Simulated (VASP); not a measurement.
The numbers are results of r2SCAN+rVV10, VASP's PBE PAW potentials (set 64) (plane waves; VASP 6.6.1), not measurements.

VASP input:

### POSCAR
```
NaF
4.5502390
  0.0000000000   0.5000000277   0.5000000277
  0.5000000277   0.0000000000   0.5000000277
  0.5000000277   0.5000000277   0.0000000000
Na F
1 1
Direct
  0.0000000000   0.0000000000   0.0000000000
  0.5000000000   0.5000000000   0.5000000000
```

### KPOINTS
```
Automatic mesh
0
Gamma
11 11 11
0 0 0
```

File KPOINTS_OPT:
```
k-points along high-symmetry lines
10
Line-mode
Reciprocal
  0.000000   0.000000   0.000000 ! GAMMA
  0.500000   0.000000   0.500000 ! X

  0.500000   0.000000   0.500000 ! X
  0.625000   0.250000   0.625000 ! U

  0.375000   0.375000   0.750000 ! K
  0.000000   0.000000   0.000000 ! GAMMA

  0.000000   0.000000   0.000000 ! GAMMA
  0.500000   0.500000   0.500000 ! L

  0.500000   0.500000   0.500000 ! L
  0.500000   0.250000   0.750000 ! W

  0.500000   0.250000   0.750000 ! W
  0.500000   0.000000   0.500000 ! X
```

INCAR:
```
# general
SYSTEM   = NaF
PREC     = Accurate
ENCUT    = 520   # plane-wave cut-off (eV)
LREAL    = F   # projection in real space or not
LASPH    = T   # aspherical one-centre terms

# electronic loop
EDIFF    = 1E-7   # SCF stop (eV)
NELM     = 100
ALGO     = Normal
LMIXTAU  = T

# smearing
ISMEAR   = -5   # tetrahedra, Bloechl

# functional
METAGGA  = R2SCAN
LUSE_VDW = T
BPARAM   = 11.95
CPARAM   = 0.0093

# ions
ISIF     = 2   # forces and stress, cell fixed

# output
LWAVE    = F
LCHARG   = F
LORBIT   = 11   # lm-projected
NEDOS    = 601   # DOS grid
```

POTCAR, in this order: Na_pv F (PBE.64 set). Program: vasp_std.

Output

### OUTCAR
```
 ion  position               nearest neighbor table
   1  0.000  0.000  0.000-   2 2.28   2 2.28   2 2.28   2 2.28   2 2.28   2 2.28
   2  0.500  0.500  0.500-   1 2.28   1 2.28   1 2.28   1 2.28   1 2.28   1 2.28
  LATTYP: Found a face centered cubic cell.
 ALAT       =     4.5502392518
 Subroutine PRICEL returns:
 Original cell was already a primitive cell.
 Subroutine GETGRP returns: Found 48 space group operations
The static configuration has the point symmetry O_h .
The dynamic configuration has the point symmetry O_h .
 Subroutine INISYM returns: Found 48 space group operations
 Subroutine IBZKPT returns following result:
 Found     56 irreducible k-points:

 Following reciprocal coordinates:
            Coordinates               Weight
  0.000000  0.000000  0.000000      1.000000
  0.090909  0.000000  0.000000      8.000000
  0.181818  0.000000  0.000000      8.000000
  0.272727  0.000000  0.000000      8.000000
  0.363636  0.000000  0.000000      8.000000
  0.454545  0.000000  0.000000      8.000000
  0.090909  0.090909  0.000000      6.000000
  0.181818  0.090909  0.000000     24.000000
  0.272727  0.090909  0.000000     24.000000
  0.363636  0.090909  0.000000     24.000000
  0.454545  0.090909  0.000000     24.000000
 -0.454545  0.090909  0.000000     24.000000
 -0.363636  0.090909  0.000000     24.000000
 -0.272727  0.090909  0.000000     24.000000
 -0.181818  0.090909  0.000000     24.000000
 -0.090909  0.090909  0.000000     12.000000
  0.181818  0.181818  0.000000      6.000000
  0.272727  0.181818  0.000000     24.000000
  0.363636  0.181818  0.000000     24.000000
  0.454545  0.181818  0.000000     24.000000
 -0.454545  0.181818  0.000000     24.000000
 -0.363636  0.181818  0.000000     24.000000
 -0.272727  0.181818  0.000000     24.000000
 -0.181818  0.181818  0.000000     12.000000
...
```

OSZICAR:
```
       N       E                     dE             d eps       ncg     rms          rms(c)
DAV:   1     0.111507317418E+03    0.11151E+03   -0.84428E+03  1256   0.161E+03
DAV:   2    -0.910275637896E+01   -0.12061E+03   -0.11378E+03  1294   0.394E+02
DAV:   3    -0.154935737798E+02   -0.63908E+01   -0.63718E+01  1406   0.900E+01
DAV:   4    -0.155618163229E+02   -0.68243E-01   -0.68235E-01  1355   0.992E+00
DAV:   5    -0.155625977291E+02   -0.78141E-03   -0.78139E-03  1418   0.108E+00    0.474E+00
DAV:   6    -0.121927602443E+02    0.33698E+01   -0.14327E+00  1666   0.180E+01    0.159E+00
DAV:   7    -0.121865271910E+02    0.62331E-02   -0.10281E+00  1232   0.139E+01    0.173E+00
DAV:   8    -0.123211904387E+02   -0.13466E+00   -0.37238E-01  1232   0.933E+00    0.659E-01
DAV:   9    -0.118313808146E+02    0.48981E+00   -0.17476E-01  1232   0.497E+00    0.916E-01
DAV:  10    -0.120952876805E+02   -0.26391E+00   -0.25909E-01  1232   0.611E+00    0.252E-01
DAV:  11    -0.120930449272E+02    0.22428E-02   -0.57469E-03  1409   0.918E-01    0.302E-01
DAV:  12    -0.120894008683E+02    0.36441E-02   -0.60934E-03  1232   0.136E+00    0.980E-02
DAV:  13    -0.120915876193E+02   -0.21868E-02   -0.16174E-03  1256   0.560E-01    0.160E-02
DAV:  14    -0.120916498305E+02   -0.62211E-04   -0.11146E-04  1304   0.149E-01    0.223E-02
DAV:  15    -0.120916146408E+02    0.35190E-04   -0.12048E-04  1247   0.142E-01    0.751E-03
DAV:  16    -0.120916629484E+02   -0.48308E-04   -0.27600E-05  1286   0.773E-02    0.292E-03
DAV:  17    -0.120916613539E+02    0.15945E-05   -0.79365E-07  1418   0.147E-02    0.106E-03
DAV:  18    -0.120916576507E+02    0.37033E-05   -0.13046E-07  1280   0.601E-03    0.844E-04
DAV:  19    -0.120916577071E+02   -0.56457E-07   -0.46641E-07  1256   0.104E-02
   1 F= -.12091658E+02 E0= -.12091658E+02  d E =0.000000E+00
       N       E                     dE             ncg
       N       E                     dE             ncg
```

**OUTCAR**
```
------------------------ aborting loop because EDIFF is reached ----------------------------------------
  FORCE on cell =-STRESS in cart. coord.  units (eV):
  Direction    XX          YY          ZZ          XY          YZ          ZX
  --------------------------------------------------------------------------------------
  Total       -0.0024266     -0.0024266     -0.0024266     -0.0000000      0.0000000      0.0000000
  in kB       -0.1650708     -0.1650708     -0.1650708     -0.0000000      0.0000000      0.0000000
  external PRESSURE =      -0.1650708 kB  Pullay stress =       0.0000000 kB
  volume of cell :       23.55
      direct lattice vectors                 reciprocal lattice vectors
     0.000000000  2.275119626  2.275119626    -0.219768664  0.219768664  0.219768664
     2.275119626  0.000000000  2.275119626     0.219768664 -0.219768664  0.219768664
     2.275119626  2.275119626  0.000000000     0.219768664  0.219768664 -0.219768664
  FREE ENERGIE OF THE ION-ELECTRON SYSTEM (eV)
  ---------------------------------------------------
  free  energy   TOTEN  =       -12.0916577071 eV

  energy  without entropy=      -12.0916577071  energy(sigma->0) =      -12.09165771

 total charge

# of ion       s       p       d       tot
------------------------------------------
    1        0.049   5.999   0.000   6.047
    2        1.732   4.410   0.000   6.142
--------------------------------------------------
tot          1.780  10.409   0.000  12.189
```
(Selected blocks of OUTCAR.)

The structure comes from a measured NaF entry (Fm-3m) of the Crystallography Open Database, whose conditions weren't checked. It was relaxed first, which changed the volume by -5 %.
